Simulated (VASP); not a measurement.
An input for Ansatz (written as the equivalent of a VASP run, and not itself run):

Ansatz 0.2 input:
```yaml
crystal:
  lattice:
    - [1.3583740, -2.3527724, 0.0000000]
    - [1.3583740, 2.3527724, 0.0000000]
    - [0.0000000, 0.0000000, 4.2940149]
  atoms:
    - { symbol: Os, position: [0.3333330, 0.6666670, 0.2500000] }
    - { symbol: Os, position: [0.6666670, 0.3333330, 0.7500000] }
kpoints:
  mp_grid: { grid: [15, 15, 9] }
hamiltonian:
  xc: lda
  pseudopotentials: { kind: paw }
scf:
  occupations: { method: methfessel_paxton, width: 0.1 }
  max_iter: 100
relax:
  max_steps: 40
  f_tol: 0.02
  cell: { p_target: 5 }
output: { forces: true, stress: true, eigenvalues: true }
```

### Question
Translate this input to VASP (INCAR, KPOINTS, POSCAR, choice of POTCAR).

### Answer
This is not unique; one that fits is 
**KPOINTS**
```
Automatic
0
gamma
  15 15 9
```

**POSCAR**
```
Os
1
    1.3583739789    -2.3527723998     0.0000000000
    1.3583739789     2.3527723998     0.0000000000
    0.0000000000     0.0000000000     4.2940149285
Os
2
Direct
  0.3333330000   0.6666670000   0.2500000000
  0.6666670000   0.3333330000   0.7500000000
```

**INCAR**
```
ALGO=Normal
EDIFF=1E-6
EDIFFG=-0.02
ENCUT=500
IBRION=2
ISIF=3
ISMEAR=1
LASPH=.TRUE.
LCHARG=.FALSE.
LMAXMIX=6
LREAL=.FALSE.
LWAVE=.FALSE.
NELM=100
NSW=40
PREC=Accurate
PSTRESS=50
SIGMA=0.1
SYSTEM=Os
```

POTCAR, in this order: Os (LDA.64 set). Program: vasp_std.

The two are equivalent in intent, not identical: each code has its own PAW files, so the cut-off isn't converted (ENCUT is set for VASP's; basis.ecutwfc is left out, and Ansatz then takes the one that its files recommend); Ansatz stops its SCF on the density residual and VASP on the energy change (EDIFF); Ansatz's lda is the Perdew-Wang form, while the LDA potentials of VASP carry Perdew-Zunger's.

The compound is Os in the hcp structure. This run relaxes it under an external pressure of 5 GPa. Symmetry was kept, so distortions that lower it aren't found.
